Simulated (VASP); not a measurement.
Input:

```yaml
crystal:
  lattice:
    - [0.00000, 1.73461, 1.73461]
    - [1.73461, 0.00000, 1.73461]
    - [1.73461, 1.73461, 0.00000]
  atoms:
    - { symbol: C, position: [0.00000, 0.00000, 0.00000] }
    - { symbol: C, position: [0.25000, 0.25000, 0.25000] }
```

These are PBE GGA, VASP's PBE PAW potentials (set 64) (plane waves; VASP) values and carry that method's errors. Run with PREC = Normal, 500 eV cut-off, 4×4×4 Γ-centred mesh, Gaussian smearing of 0.010 eV, potentials C_GW_new.

Task: Predict the energy per atom (σ→0), pressure.

Result: 
- energy per atom (σ→0) = -8.963 eV/atom
- pressure = 456.5 kbar

The compound is C in the diamond structure. This cell is one point of a volume scan, at 0.92 of the reference volume. The k-mesh is coarse (spacing up to 0.78 per Å, 2π included), so the numbers may not be converged in it.
